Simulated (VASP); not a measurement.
Method: rev-vdW-DF2, VASP's PBE PAW potentials (set 64) (plane waves; VASP).

The input files of a VASP run:

File POSCAR:
```
HfB2
1
    1.5818854002    -2.7399061178     0.0000000000
    1.5818854002     2.7399061178     0.0000000000
    0.0000000000     0.0000000000     3.5170469411
Hf B
1 2
Direct
  0.0000000000   0.0000000000   0.0000000000
  0.3333330000   0.6666670000   0.5000000000
  0.6666670000   0.3333330000   0.5000000000
```

**INCAR**
```
# general
SYSTEM   = HfB2
PREC     = Accurate
ENCUT    = 520
LREAL    = .FALSE.
LASPH    = .TRUE.

# electronic loop
EDIFF    = 1E-7
NELM     = 100
ALGO     = Normal
LMAXMIX  = 6

# smearing
ISMEAR   = 1
SIGMA    = 0.1

# functional
GGA      = MK
LUSE_VDW = .TRUE.
AGGAC    = 0.0
PARAM1   = 0.1234568
PARAM2   = 0.7114
ZAB_VDW  = -1.8867

# ions
IBRION   = 2
NSW      = 30
ISIF     = 4
EDIFFG   = -0.01

# output
LWAVE    = .FALSE.
LCHARG   = .FALSE.
```

### KPOINTS
```
Automatic mesh
0
Gamma
11 11 9
0 0 0
```

POTCAR, in this order: Hf_pv B (PBE.64 set). Program: vasp_std.

The resulting files:

**OUTCAR**
```
 ion  position               nearest neighbor table
   1  0.000  0.000  0.000-   2 2.54   3 2.54   2 2.54   3 2.54   3 2.54   3 2.54   2 2.54   2 2.54
                             3 2.54   3 2.54   2 2.54   2 2.54
   2  0.333  0.667  0.500-   3 1.83   3 1.83   3 1.83   1 2.54   1 2.54   1 2.54   1 2.54   1 2.54
                             1 2.54
   3  0.667  0.333  0.500-   2 1.83   2 1.83   2 1.83   1 2.54   1 2.54   1 2.54   1 2.54   1 2.54
                             1 2.54
  LATTYP: Found a hexagonal cell.
 ALAT       =     3.1637710021
 C/A-ratio  =     1.1116629297
 Subroutine PRICEL returns:
 Original cell was already a primitive cell.
 Subroutine GETGRP returns: Found 24 space group operations
The static configuration has the point symmetry D_6h.
The dynamic configuration has the point symmetry D_6h.
 Subroutine INISYM returns: Found 24 space group operations
 Subroutine IBZKPT returns following result:
 Found     80 irreducible k-points:

 Following reciprocal coordinates:
            Coordinates               Weight
  0.000000  0.000000  0.000000      1.000000
  0.090909 -0.000000  0.000000      6.000000
  0.181818  0.000000  0.000000      6.000000
  0.272727 -0.000000  0.000000      6.000000
  0.363636 -0.000000  0.000000      6.000000
  0.454545  0.000000  0.000000      6.000000
  0.090909  0.090909  0.000000      6.000000
  0.181818  0.090909  0.000000     12.000000
  0.272727  0.090909  0.000000     12.000000
  0.363636  0.090909  0.000000     12.000000
  0.454545  0.090909  0.000000      6.000000
  0.181818  0.181818  0.000000      6.000000
  0.272727  0.181818  0.000000     12.000000
  0.363636  0.181818  0.000000     12.000000
  0.272727  0.272727  0.000000      6.000000
  0.363636  0.272727  0.000000      6.000000
  0.000000  0.000000  0.111111      2.000000
  0.090909 -0.000000  0.111111     12.000000
  0.181818  0.000000  0.111111     12.000000
...
```

### OSZICAR
```
       N       E                     dE             d eps       ncg     rms          rms(c)
DAV:   1     0.328168297980E+02    0.32817E+02   -0.84095E+03  1920   0.126E+03
DAV:   2    -0.237823685288E+02   -0.56599E+02   -0.53139E+02  2420   0.242E+02
DAV:   3    -0.256208231071E+02   -0.18385E+01   -0.18082E+01  2528   0.332E+01
DAV:   4    -0.256361356203E+02   -0.15313E-01   -0.15306E-01  2340   0.335E+00
DAV:   5    -0.256363047701E+02   -0.16915E-03   -0.16913E-03  2504   0.285E-01    0.501E+01
DAV:   6    -0.233902787329E+02    0.22460E+01   -0.53256E+00  2308   0.148E+01    0.370E+01
DAV:   7    -0.233530123997E+02    0.37266E-01   -0.15676E+00  2444   0.846E+00    0.119E+01
DAV:   8    -0.232962347426E+02    0.56778E-01   -0.42721E-01  2296   0.453E+00    0.182E+00
DAV:   9    -0.232916014798E+02    0.46333E-02   -0.33243E-02  2300   0.138E+00    0.279E-01
DAV:  10    -0.232915360655E+02    0.65414E-04   -0.95367E-04  2324   0.267E-01    0.353E-01
DAV:  11    -0.232915392315E+02   -0.31660E-05   -0.10721E-04  2388   0.855E-02    0.179E-01
DAV:  12    -0.232915357273E+02    0.35042E-05   -0.10890E-05  2328   0.291E-02    0.267E-02
DAV:  13    -0.232915358357E+02   -0.10835E-06   -0.43765E-07  2372   0.655E-03    0.485E-03
DAV:  14    -0.232915358359E+02   -0.17758E-09   -0.11623E-08  1348   0.951E-04
   1 F= -.23291536E+02 E0= -.23291555E+02  d E =-.232915E+02
       N       E                     dE             d eps       ncg     rms          rms(c)
DAV:   1    -0.232915657702E+02   -0.29935E-04   -0.14994E-03  2048   0.337E-01    0.447E-02
DAV:   2    -0.232915542175E+02    0.11553E-04   -0.19838E-05  2380   0.395E-02    0.190E-02
DAV:   3    -0.232915491924E+02    0.50251E-05   -0.50609E-06  2396   0.177E-02    0.574E-03
DAV:   4    -0.232915488995E+02    0.29289E-06   -0.62130E-07  2548   0.637E-03    0.356E-03
DAV:   5    -0.232915488968E+02    0.26582E-08   -0.25113E-08  1208   0.128E-03
   2 F= -.23291549E+02 E0= -.23291567E+02  d E =-.130610E-04
```

File OUTCAR:
```
------------------------ aborting loop because EDIFF is reached ----------------------------------------
  FORCE on cell =-STRESS in cart. coord.  units (eV):
  Direction    XX          YY          ZZ          XY          YZ          ZX
  --------------------------------------------------------------------------------------
  Total       -1.3802524     -1.3802527     -1.3839926      0.0000000      0.0000000      0.0000000
  in kB      -72.5354397    -72.5354515    -72.7319916      0.0000000      0.0000000      0.0000000
  external PRESSURE =     -72.6009610 kB  Pullay stress =       0.0000000 kB
  volume of cell :       30.49
      direct lattice vectors                 reciprocal lattice vectors
     1.581451101 -2.739153880 -0.000000000     0.316165324 -0.182538120  0.000000000
     1.581451101  2.739153880  0.000000000     0.316165324  0.182538120  0.000000000
    -0.000000000  0.000000000  3.518978926    -0.000000000 -0.000000000  0.284173342
 POSITION                                       TOTAL-FORCE (eV/Angst)
 -----------------------------------------------------------------------------------
      0.00000     -0.00000     -0.00000        -0.000000     -0.000000      0.000000
      1.58145      0.91305      1.75949        -0.000000      0.000000     -0.000000
      1.58145     -0.91305      1.75949         0.000000     -0.000000      0.000000
 -----------------------------------------------------------------------------------
    total drift:                                0.000000     -0.000000      0.000000
  FREE ENERGIE OF THE ION-ELECTRON SYSTEM (eV)
  ---------------------------------------------------
  free  energy   TOTEN  =       -23.2915488968 eV

  energy  without entropy=      -23.2916023596  energy(sigma->0) =      -23.29156672

 reached required accuracy - stopping structural energy minimisation
```
(Selected blocks of OUTCAR.)

### CONTCAR
```
HfB2
   1.00000000000000
     1.5814511014426549   -2.7391538797251043   -0.0000000000000000
     1.5814511014426549    2.7391538797251043    0.0000000000000000
    -0.0000000000000000    0.0000000000000000    3.5189789256082418
  Hf              B
     1     2
Direct
     0.0000000000000000    0.0000000000000000    0.0000000000000000
     0.3333330000000032    0.6666669999999968    0.5000000000000000
     0.6666669999999968    0.3333330000000032    0.5000000000000000
```

The compound is HfB2 in the AlB2 type structure. This cell is one point of a volume scan, at 1.03 of the reference volume. Symmetry was kept, so distortions that lower it aren't found.
